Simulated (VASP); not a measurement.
OSZICAR of a VASP run on In (bct):

File OSZICAR:
```
       N       E                     dE             d eps       ncg     rms          rms(c)
DAV:   1     0.697720100176E+02    0.69772E+02   -0.64939E+03  4902   0.166E+03
DAV:   2    -0.381558368518E+00   -0.70154E+02   -0.69106E+02  4958   0.286E+02
DAV:   3    -0.297540884696E+01   -0.25939E+01   -0.25860E+01  5746   0.642E+01
DAV:   4    -0.303026449867E+01   -0.54856E-01   -0.54841E-01  6138   0.926E+00
DAV:   5    -0.303269549148E+01   -0.24310E-02   -0.24309E-02  6024   0.163E+00    0.240E+00
DAV:   6    -0.299498513363E+01    0.37710E-01   -0.73696E-02  5596   0.614E+00    0.114E+00
DAV:   7    -0.298785754901E+01    0.71276E-02   -0.19629E-02  5828   0.293E+00    0.293E-01
DAV:   8    -0.298717577662E+01    0.68177E-03   -0.78903E-04  6074   0.585E-01    0.260E-02
DAV:   9    -0.298717771086E+01   -0.19342E-05   -0.10442E-05  6458   0.446E-02    0.146E-02
DAV:  10    -0.298717831798E+01   -0.60712E-06   -0.85569E-07  2942   0.162E-02
   1 F= -.29871783E+01 E0= -.29872071E+01  d E =-.298718E+01
```

**Question.** Which electronic solver shows in the log?

**Answer.** It is blocked Davidson (ALGO = Normal, or the opening steps of other solvers). The INCAR had ALGO = Normal.

**Question.** Can the final energy be trusted as converged?

**Answer.** The run converged. It stopped with EDIFF = 1E-6, NELM = 100, NSW = 60 and EDIFFG = -0.01 after 1 ionic step (PBEsol GGA, plane waves, VASP's PBE PAW potentials (set 64)).

The compound is In in the bct structure. It was relaxed first. The start is the result of an earlier pass.
